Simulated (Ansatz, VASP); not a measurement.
# TiMo4: VASP beside Ansatz

```
Ti Mo
1.0
     2.23542    1.29062    4.56347
    -2.23542    1.29062    4.56347
     0.00000   -2.58124    4.56347
Ti Mo
1 4
Direct
  0.00000 0.00000 0.00000
  0.20406 0.20406 0.20406
  0.59776 0.59776 0.59776
  0.79594 0.79594 0.79594
  0.40224 0.40224 0.40224
```

Alike in both runs: functional PBE; k mesh 4 × 4 × 4; occupations gaussian, width 0.2 eV; no spin polarisation.

Ansatz relaxed the structure, and its values are those at the end. VASP's run is a single point on that final structure, the one shown.

|  | VASP | Ansatz |
| --- | --- | --- |
| version | VASP 6.6.1 | Ansatz 0.2.0 |
| potentials or method | VASP PAW PBE potentials, release 64 (Ti_sv, Mo_sv) | scalar-relativistic, plane waves, PAW |
| plane-wave cutoff (eV) | 520 | 420 |
| valence electrons in the cell | 68 | 68 |

Ansatz gave:

- gap on the k mesh at the Fermi level (eV): none
- pressure (GPa): 0.1
- rms of the force components (eV/Å): 0.006

Task: What did VASP give for the same quantities?

Result: gap on the k mesh at the Fermi level (eV): none; pressure (GPa): 0.4; rms of the force components (eV/Å): 0.008.

A gap of «none» marks a metal or a gap that the smearing closes.

Caveats: the k mesh is coarse (spacing up to 0.42 Å⁻¹), so the values aren't converged.
